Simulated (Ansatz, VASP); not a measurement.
# Sb in two plane-wave programs

Wanted: the spread between two codes on one cell, functional and k mesh. The cell is taken from a series of VASP runs on this material, whose earlier steps may have relaxed, scaled or displaced it; both programs get it as it stands.

Main program and level: Ansatz 0.2.0; plane waves, with VASP 6.6.1 beside it; relaxation of cell and atoms at PBEsol with D3(BJ) and zone-centre phonons at r2SCAN.

**1. Set-up**

It takes space group R-3m (No. 166, trigonal). Conventional cell: a = 4.276 Å, b = 4.276 Å, c = 10.709 Å, α = 90.00°, β = 90.00°, γ = 120.00°. Nearest to Sb lie 6 Sb at 2.91 to 3.19 Å.

Coordinates:

```cif
data_structure
_symmetry_space_group_name_H-M 'R-3m:H'
_symmetry_Int_Tables_number 166
_cell_length_a 4.2760
_cell_length_b 4.2760
_cell_length_c 10.7086
_cell_angle_alpha 90.000
_cell_angle_beta 90.000
_cell_angle_gamma 120.000
_cell_volume 169.57
loop_
_atom_site_label
_atom_site_type_symbol
_atom_site_symmetry_multiplicity
_atom_site_Wyckoff_symbol
_atom_site_fract_x
_atom_site_fract_y
_atom_site_fract_z
_atom_site_occupancy
Sb1 Sb 6 c 0.00000 0.00000 0.76102 1
```

**2. Ansatz: relaxation of cell and atoms, PBEsol with D3(BJ)**

Ansatz runs on its default PAW (the set named soft_2) files.

The relaxed volume is the usual yardstick between codes: its relative difference is about their pressure difference at one cell divided by the bulk modulus.

File input.yaml:

```yaml
crystal:
  lattice:
    - [2.1380229421, 1.2343881212, 3.569530421]
    - [-2.1380229421, 1.2343881212, 3.569530421]
    - [0.0, -2.4687762423, 3.569530421]
  atoms:
    - { symbol: Sb, position: [0.7610189616, 0.7610189616, 0.7610189616] }
    - { symbol: Sb, position: [0.2389810384, 0.2389810384, 0.2389810384] }
hamiltonian:
  xc: pbesol
  pseudopotentials: { kind: paw }
  dispersion: d3bj
kpoints:
  mp_grid: { grid: [12, 12, 12] }
scf:
  occupations: { method: methfessel_paxton, width: 0.15 }
relax:
  f_tol: 0.01
  max_steps: 60
  cell: { stress_tol: 0.05 }
output:
  forces: true
  stress: true
```

Command:

```
$ ansatz run input.yaml --threads 4 --pin off --max-ram 9216MiB --backend cpu --events-out ev --progress --plain --runs-dir out
```

Numbers of over 12 decimals in the logs are rounded to 6 here.

What it wrote:

```text
Engine: ansatz 0.2.0, aarch64-unknown-linux-gnu
Pseudopotentials: kind: paw
Pseudopotential: Sb, paw, valence charge 15, recommended cutoff 420 eV (normal), Sb.paw.azcp
Functional definition: PBEsol
  exchange = pbesol_x
  correlation = pbesol_c
Crystal: 2 atoms, lattice volume = 56.523 Å³
Basis set: ecut = 420 eV, 1103 PW (Γ), exchange–correlation on 60×60×60 points (8 copies of the dense FFT grid, shifted against one another)
Bands: 19, of which v1, the nominal top of the filled ones, is band 15 counted from 1 (14 counted from 0)
Symmetry: 12 space group operations
Space group: R-3m (ITA 166), of the structure as read, at distance tolerance 3.8e-5 Å
k-points: 189 of 1728
Non-local potential: Sb, projectors of the file, l = 0: 2, l = 1: 2, l = 2: 2, l = 3: 2
PAW form: soft (Blöchl's): semilocal exchange-correlation on the pseudo side does not see the compensation charge
PAW frozen core: Sb, regenerated for the run's functional, and the local potential with it (the file was generated under x = pbe(κ = 0.804, μ = 0.219515), c = pbe(β = 0.066725))
PAW one-centre angular grid: Sb, 590 points (default); XC on 64 Gauss nodes
Initial density: superposition of atomic densities (neutral atoms: chi_scale 0, normalization atom), corrected by the library's trained network
Initial wavefunctions: pseudopotential atomic-orbital guess
Functional: x = pbesol(κ = 0.804, μ = 0.123457), c = pbesol(β = 0.046)
SCF iter   1: F=—  HF=-12817.114979 eV  |F-HF|=—  |Δ(HF+E_count)|=         —  Δρ=2.78e-3  dr2=3.05e-3  ethr=1.77e-3  ⟨swp⟩=5.8  Hψ=17687  notcnv=0
preconditioner: auto → Kerker (q_TF=auto, 2.455 Å⁻¹)  [metal: Δε(μ)=0.017 eV  Ē_g=8.927 eV  σ=0.150 eV  W_gap=0.10  n_scr=14 (ndim 8)  ℏωp=15.6 eV  f_vac=0.000  D(μ)=0.36/eV (n_scr^D=0)]
SCF iter   2: F=—  HF=-12817.112306 eV  |F-HF|=—  |Δ(HF+E_count)|=   2.67e-3  S|Δr|=    0.00e0  Δρ=1.81e-3  dr2=1.15e-3  ethr=1.02e-5  ⟨swp⟩=2.7  Hψ=8093  notcnv=0
SCF iter   3: F=—  HF=-12817.112041 eV  |F-HF|=—  |Δ(HF+E_count)|=   2.65e-4  S|Δr|=    0.00e0  Δρ=6.79e-4  dr2=1.30e-4  ethr=3.83e-6  ⟨swp⟩=2.0  Hψ=6432  notcnv=0
SCF iter   4: F=—  HF=-12817.111936 eV  |F-HF|=—  |Δ(HF+E_count)|=   1.05e-4  S|Δr|=    0.00e0  Δρ=2.22e-4  dr2=1.91e-5  ethr=4.34e-7  ⟨swp⟩=2.0  Hψ=6430  notcnv=0
SCF iter   5: F=—  HF=-12817.111931 eV  |F-HF|=—  |Δ(HF+E_count)|=   5.06e-6  S|Δr|=    0.00e0  Δρ=4.19e-5  dr2=1.72e-6  ethr=6.36e-8  ⟨swp⟩=2.0  Hψ=6430  notcnv=0
SCF iter   6: F=—  HF=-12817.111931 eV  |F-HF|=—  |Δ(HF+E_count)|=   4.07e-8  S|Δr|=    0.00e0  Δρ=1.28e-5  dr2=1.70e-7  ethr=5.73e-9  ⟨swp⟩=2.0  Hψ=4599  notcnv=0
SCF iter   7: F=-12817.111931 eV  HF=-12817.111931 eV  |F-HF|=3.10e-8  |Δ(HF+E_count)|=   2.98e-8  S|Δr|=    0.00e0  Δρ=9.64e-6  dr2=3.16e-8  ethr=3.33e-10  ⟨swp⟩=4.4  Hψ=11105  notcnv=0
SCF 1 converged in 7 iterations: F = -12817.111931 eV  dr2 = 3.16e-8
  greatest PAW one-centre occupation: 0.996 electrons in one spin orbital (limit 2), on the Sb atom at site 1 (counted from 0), in its partial waves of l = 2
relax step   1: F+E_penalty+E_count = -12817.11193108 eV  Δ(F+E_penalty+E_count) = +0.000e0 eV  max|allowed force component| = 4.665e-2 eV/Å  Δτ_max = 0.0000 Å  P = -0.211 GPa  Ω = 56.523 Å³  (7 SCF iters, dr2 threshold 1.00e-7 eV, accepted)
[...]
relax step   2: F+E_penalty+E_count = -12817.11207347 eV  Δ(F+E_penalty+E_count) = -1.424e-4 eV  max|allowed force component| = 2.943e-2 eV/Å  Δτ_max = 0.0072 Å  P = +0.286 GPa  Ω = 56.245 Å³  energy of the carried Pulay correction = +6.631e-5 eV  (4 SCF iters, dr2 threshold 1.36e-7 eV, accepted)
[...]
relax step   3: F+E_penalty+E_count = -12817.11227362 eV  Δ(F+E_penalty+E_count) = -2.001e-4 eV  max|allowed force component| = 4.350e-3 eV/Å  Δτ_max = 0.0025 Å  P = +0.030 GPa  Ω = 56.417 Å³  energy of the carried Pulay correction = +2.538e-5 eV  (3 SCF iters, dr2 threshold 2.00e-7 eV, accepted)
[...]
relax step   4: F+E_penalty+E_count = -12817.11227788 eV  Δ(F+E_penalty+E_count) = -4.266e-6 eV  max|allowed force component| = 3.175e-3 eV/Å  Δτ_max = 0.0005 Å  P = +0.011 GPa  Ω = 56.446 Å³  energy of the carried Pulay correction = +1.840e-5 eV  (4 SCF iters, dr2 threshold 6.71e-9 eV, accepted)
[...]
relax step   5: F+E_penalty+E_count = -12817.11225836 eV  Δ(F+E_penalty+E_count) = +1.952e-5 eV  max|allowed force component| = 3.179e-3 eV/Å  Δτ_max = 0.0000 Å  P = +0.011 GPa  Ω = 56.446 Å³  stress off target by 2.16e-2 GPa  SCF on the basis re-selected at this cell (its energy is not comparable with the rows above)  (5 SCF iters)
basis re-selected at this cell: Δ(F+E_penalty+E_count) = +1.952e-5 eV, ΔP = +0.000 GPa vs the last step (what re-selecting the basis moved, of the pressure what is left beyond the Pulay correction that the steps carried, after the strain that the cell walked since its last selection, with what the two solves' SCF thresholds leave and, on support functions, any second-order correction that the steps lacked; it is no m [...]
SCF converged after 5 iterations
Stability not checked: this state was not tested for a lower state beside it, because cold or Methfessel-Paxton smearing, or corrected tetrahedra, fill the levels in a way that the test cannot read (fill_not_monotonic; see scf.lower_state_search)
Free energy (F): -12817.112258 eV
Harris-Foulkes:  -12817.112258 eV  (|F-HF|=9.09e-12)
Internal energy: -12817.112797 eV  (E = F + TS)
E sigma→0 (E₀):  -12817.112393 eV
Entropy (-TS):   0.000538 eV (0.269 meV/atom)
Fermi energy:    10.856537 eV
--- Per-component energies (eV) ---
  E_band       = -313.496045
  E_kinetic    = 416.449869
  E_local      = -3073.670507  (includes V_loc(G=0)·N_el)
  E_nonlocal   = 728.507296
  E_hartree    = 1398.971195
  E_xc         = -275.898908
  E_vxc        = -194.463605  (∫ρ·V_xc dr)
  E_paw        = -8999.414061  (= ΣΔE_a)
  E_vpaw       = -988.261535  (= ΣTr[D̂ρ^β])
  E_aug_tail   = -0.000004  (compensation charges beyond the density's cutoff)
  E_ewald      = -3011.753808
  E_disp       = -0.967584  (pairwise vdW)
  E_core_change = 0.663714  (= ΣΔE_core)
  E_smearing   = 0.000538  (= −TS)
  E_closure    = -0.000000  (closes the sum)
  Σ components = -12817.112258   (vs F -12817.112258, Δ=0.00e0)
--- Forces (eV/Å), atoms counted from 1 ---
  atom   1  Sb     0.00000000     0.00000000     0.00317930
  atom   2  Sb     0.00000000    -0.00000000    -0.00317930
  max |Σ_I F_I| component: 5.78e-19 eV/Å
--- Stress (GPa, compression-positive) ---
        0.006215      -0.000000      -0.000000
       -0.000000       0.006215       0.000000
       -0.000000       0.000000       0.021622
  P = ⅓ Tr σ = 0.0114 GPa (0.114 kbar)
--- Relaxed structure (4 steps of the walk, 4 accepted, 1 SCFs on fresh bases) ---
  F+E_penalty+E_count = -12817.11225836 eV   max|allowed force component| = 3.179e-3 eV/Å   (the final SCF, on the basis selected at the relaxed cell)
  cell:  # Å, volume = 56.4458 Å³
    - [2.135706, 1.233050, 3.572386]
    - [-2.135706, 1.233050, 3.572386]
    - [0, -2.466100, 3.572386]
  atoms:
    - { symbol: Sb, position: [0.761510, 0.761510, 0.761510] }
    - { symbol: Sb, position: [0.238490, 0.238490, 0.238490] }
```

Wall time 10 s (4 threads of Arm Neoverse V1, shared host); peak memory 0.48 GiB; 39 s of CPU time.

**3. VASP: relaxation of cell and atoms, PBEsol with D3(BJ)**

The same cell, functional, mesh and smearing now go to VASP, with its own data sets and cutoff.

Lines of VASP's logs that name or quote its potential files are left out, and so is its time.

File INCAR:

```
SYSTEM = Sb
PREC = Accurate
ENCUT = 450
EDIFF = 1E-07
NELM = 100
ISMEAR = 1
SIGMA = 0.15
LREAL = .FALSE.
ALGO = Normal
GGA = PS
IVDW = 12
NBANDS = 11
LORBIT = 11
LWAVE = .FALSE.
LCHARG = .FALSE.
KPAR = 2
IBRION = 2
NSW = 50
ISIF = 3
EDIFFG = -0.002
```

File POSCAR:

```
Sb
1.0
    2.1380229421      1.2343881212      3.5695304210
   -2.1380229421      1.2343881212      3.5695304210
    0.0000000000     -2.4687762423      3.5695304210
Sb
2
Direct
    0.7610189616      0.7610189616      0.7610189616
    0.2389810384      0.2389810384      0.2389810384
```

File KPOINTS:

```
Automatic mesh
0
Gamma
12 12 12
0 0 0
```

The projector-augmented-wave data sets are Sb (PBE family, release 64).

Command:

```
$ mpirun -np 2 vasp_std
```

What it wrote:

```text
[banner, memory and clock lines left out]
running    2 mpi-ranks, on    1 nodes
 distrk:  each k-point on    1 cores,    2 groups
 distr:  one band on    1 cores,    1 groups

 POSCAR found type information on POSCAR Sb
 POSCAR found :  1 types and       2 ions
|                                                                             |
|               ----> ADVICE to this user running VASP <----                  |
|                                                                             |
|     You enforced a specific xc type in the INCAR file but a different       |
|     [... a line on the potential file left out ...]
|     I HOPE YOU KNOW WHAT YOU ARE DOING!                                     |
|                                                                             |

 LDA part: xc-table for (Slater+PW92), standard interpolation
 POSCAR, INCAR and KPOINTS ok, starting setup
 FFT: planning ... GRIDC
 FFT: planning ... GRID_SOFT
 FFT: planning ... GRID
 WAVECAR not read
 entering main loop
       N       E                     dE             d eps       ncg     rms          rms(c)
DAV:   1     0.314205667282E+02    0.31421E+02   -0.33651E+03  4158   0.641E+02
DAV:   2    -0.743958837047E+01   -0.38860E+02   -0.37565E+02  5505   0.109E+02
DAV:   3    -0.909081260771E+01   -0.16512E+01   -0.16378E+01  5002   0.252E+01
DAV:   4    -0.910503156453E+01   -0.14219E-01   -0.14216E-01  4676   0.280E+00
DAV:   5    -0.910519052522E+01   -0.15896E-03   -0.15896E-03  4870   0.329E-01    0.307E+00
DAV:   6    -0.909627601607E+01    0.89145E-02   -0.17718E-03  4677   0.259E-01    0.185E+00
DAV:   7    -0.909098173912E+01    0.52943E-02   -0.41887E-03  4611   0.391E-01    0.549E-02
DAV:   8    -0.909100833503E+01   -0.26596E-04   -0.90883E-05  4674   0.683E-02    0.155E-02
DAV:   9    -0.909101333436E+01   -0.49993E-05   -0.10334E-05  4706   0.202E-02    0.471E-03
DAV:  10    -0.909101289546E+01    0.43890E-06   -0.11343E-06  4702   0.608E-03    0.114E-03
DAV:  11    -0.909101304680E+01   -0.15135E-06   -0.12409E-07  3310   0.211E-03    0.392E-04
DAV:  12    -0.909101306971E+01   -0.22907E-07   -0.14480E-08  2367   0.770E-04
   1 F= -.10056952E+02 E0= -.10057120E+02  d E =-.100570E+02
 curvature:   0.00 expect dE= 0.000E+00 dE for cont linesearch  0.000E+00
 trial: gam= 0.00000 g(F)=  0.539E-07 g(S)=  0.190E-07 ort = 0.000E+00 (trialstep = 0.100E+01)
 search vector abs. value=  0.730E-07
 reached required accuracy - stopping structural energy minimisation
```

From OUTCAR (step 3):

```text
ion  position               nearest neighbor table
   1  0.761  0.761  0.761-   2 2.91   2 2.91   2 2.91   2 3.19   2 3.19   2 3.19
   2  0.239  0.239  0.239-   1 2.91   1 2.91   1 2.91   1 3.19   1 3.19   1 3.19

  LATTYP: Found a trigonal (rhomboedric) cell.
 ALAT       =     4.3400925752
 COS(alpha) =     0.5146481029

 Subroutine GETGRP returns: Found 12 space group operations
 (whereof 12 operations were pure point group operations)

The static configuration has the point symmetry D_3d.

 Found    189 irreducible k-points:

   k-points           NKPTS =    189   k-points in BZ     NKDIM =    189   number of bands    NBANDS=     11

   dimension x,y,z NGX =    30 NGY =   30 NGZ =   30
   dimension x,y,z NGXF=    60 NGYF=   60 NGZF=   60

   ENCUT  =  450.0 eV  33.07 Ry    5.75 a.u.   7.51  7.51  7.51*2*pi/ulx,y,z

   NELECT =      10.0000    total number of electrons

 k-points in reciprocal lattice and weights: Automatic mesh
   0.00000000  0.00000000  0.00000000       0.001
   0.08333333 -0.00000000  0.00000000       0.003
   0.16666667 -0.00000000  0.00000000       0.003
   0.25000000  0.00000000  0.00000000       0.003
   0.33333333 -0.00000000  0.00000000       0.003
   0.41666667 -0.00000000  0.00000000       0.003
   0.50000000  0.00000000  0.00000000       0.002
   0.08333333  0.08333333  0.00000000       0.003
   0.16666667  0.08333333  0.00000000       0.007
[...]
-0.41666667  0.50000000  0.41666667       0.003
   0.50000000  0.50000000  0.50000000       0.001

 average (electrostatic) potential at core
       1 -84.9068       2 -84.9068

 E-fermi :   7.8392

 k-point     1 :       0.0000    0.0000    0.0000
  band No.  band energies     occupation
      1      -5.1967      2.00000
      2       3.5283      2.00000
      3       5.9343      2.00000
      4       5.9930      2.00000
      5       5.9930      2.00000
      6      10.5712     -0.00000
      7      10.9408      0.00000
      8      10.9408      0.00000
      9      12.6683      0.00000
     10      12.6683      0.00000
    ...

 k-point     2 :       0.0833   -0.0000    0.0000
  band No.  band energies     occupation
      1      -5.1159      2.00000
      2       3.0495      2.00000
      3       5.9494      2.00000
      4       5.9926      2.00000
      5       6.2819      2.00000
      6      10.4048     -0.00000
      7      10.6554     -0.00000
      8      10.7000     -0.00000
      9      12.4252      0.00000
     10      12.7309      0.00000
    ...

 k-point     3 :       0.1667   -0.0000    0.0000
  band No.  band energies     occupation
      1      -4.8742      2.00000
      2       2.0398      2.00000
      3       5.9815      2.00000
      4       6.0013      2.00000
      5       6.7557      2.00000
      6       9.8849     -0.00000
      7       9.9846     -0.00000
      8      10.1297     -0.00000
      9      12.3546      0.00000
     10      12.9917      0.00000
    ...

 Edisp (eV)   -0.96594

  Total       0.00062     0.00062     0.00016    -0.00000     0.00000    -0.00000
  in kB       0.01748     0.01748     0.00459    -0.00000     0.00000    -0.00000
  external pressure =        0.01 kB  Pullay stress =        0.00 kB

  energy-cutoff  :      450.00
  volume of cell :       56.52
      direct lattice vectors                 reciprocal lattice vectors
     2.138022942  1.234388121  3.569530421     0.233860914  0.135019662  0.093382965
    -2.138022942  1.234388121  3.569530421    -0.233860914  0.135019662  0.093382965
     0.000000000 -2.468776242  3.569530421     0.000000000 -0.270039324  0.093382965

 POSITION                                       TOTAL-FORCE (eV/Angst)
 -----------------------------------------------------------------------------------
      0.00000      0.00000      8.14944         0.000000     -0.000000     -0.000747
      0.00000      0.00000      2.55915         0.000000      0.000000      0.000747
 -----------------------------------------------------------------------------------
    total drift:                                0.000000      0.000000      0.000000

  FREE ENERGIE OF THE ION-ELECTRON SYSTEM (eV)
  ---------------------------------------------------
  free  energy   TOTEN  =       -10.0569522756 eV

  energy  without entropy=      -10.0574562374  energy(sigma->0) =      -10.05712026

 reached required accuracy - stopping structural energy minimisation

 total charge
# of ion       s       p       d       tot
------------------------------------------
    1        1.212   1.161   0.041   2.415
    2        1.212   1.161   0.041   2.415
--------------------------------------------------
tot          2.425   2.323   0.083   4.830

[... 3 further parts left out ...]
```

CONTCAR:

```
Sb
   1.00000000000000
     2.1380229421000001    1.2343881212000001    3.5695304210000001
    -2.1380229421000001    1.2343881212000001    3.5695304210000001
     0.0000000000000000   -2.4687762423000001    3.5695304210000001
  Sb
     2
Direct
     0.7610189616000014    0.7610189616000014    0.7610189616000014
     0.2389810383999986    0.2389810383999986    0.2389810383999986
```

The run keeps the 12 symmetry operations of its start, so it cannot find a distortion of lower symmetry.

**4. Differences**

Known differences besides the potentials themselves: both relaxations stop at a tolerance, which leaves soft axes loose, and VASP keeps its plane-wave basis; the data sets hold 30 valence electrons in Ansatz (default PAW (the set named soft_2) files) and 10 in VASP; the cutoff is 420 eV in Ansatz and 450 eV in VASP; Ansatz makes its cores anew for this functional, VASP keeps those of its PBE data sets; VASP leaves aspherical gradient terms in its spheres out (LASPH is not set), Ansatz keeps them; Ansatz adds a Pulay correction to the stress that steers its cell, VASP none. Total energies have different zeros and are not compared.

The two programs side by side:

| quantity | Ansatz | VASP | difference |
| --- | --- | --- | --- |
| volume (Å³) | 56.45 | 56.52 | -0.14 % |
| edge a after relaxation, in the typed setting (Å) | 4.341 | 4.340 | +0.02 % |

The walks stopped with 0.01 GPa left in Ansatz and 0.00 GPa in VASP; each walk ends within a tolerance, so the volume difference is uncertain by about these residues over the bulk modulus, most in soft cells.

[end of part 1 of 2]

[Lines on the potential files, build, host, timing and source positions are cut from VASP's logs without a mark.]

[Logs are printed without paths, hosts, clocks, repeated set-up lines and the standing remarks that a program may print on its own settings, such as how far it seeks lower states.]

[Hosts, paths, dates, database ids (printed as entryN), source tags and the programs' standing remarks are cut or masked in the printed files.]
